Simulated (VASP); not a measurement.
Here is the system:

```xyz
3
Lattice="1.6736 -2.8987 0.0000 1.6736 2.8987 0.0000 0.0000 0.0000 5.1300" Properties=species:S:1:pos:R:3 pbc="T T T"
Zr     0.0000     0.0000     0.0000
S      1.6736     0.9662     1.5164
S      1.6736    -0.9662     3.6136
```

Level of theory: LDA (Ceperley-Alder, Perdew-Zunger), VASP's LDA PAW potentials (set 64) (plane waves; VASP 6.6.1). Run with 500 eV cut-off, 11×11×6 Γ-centred mesh, first-order Methfessel-Paxton smearing of 0.10 eV, potentials Zr_sv S.

Energy and stress use the plane-wave basis of the starting cell.

**Question.** The ions, cell shape and volume at an external pressure of 30.0 GPa are relaxed. What does this cell relax into?

**Answer.** 
```xyz
3
Lattice="1.6207 -2.8071 0.0000 1.6207 2.8071 0.0000 0.0000 0.0000 5.0829" Properties=species:S:1:pos:R:3 pbc="T T T"
Zr     0.0000     0.0000     0.0000
S      1.6207     0.9357     1.5533
S      1.6207    -0.9357     3.5296
```
Space group P-3m1 (164), at a tolerance of 0.03 Å.

**Question.** How do energy and volume change from the first to the last step?

**Answer.** The energy (σ→0) changes by +181.9 meV/atom and the volume by -7.1 %, in 11 ionic steps.

The compound is ZrS2 in the 1T layered structure. This run relaxes it under an external pressure of 30 GPa. Symmetry was kept, so distortions that lower it aren't found.
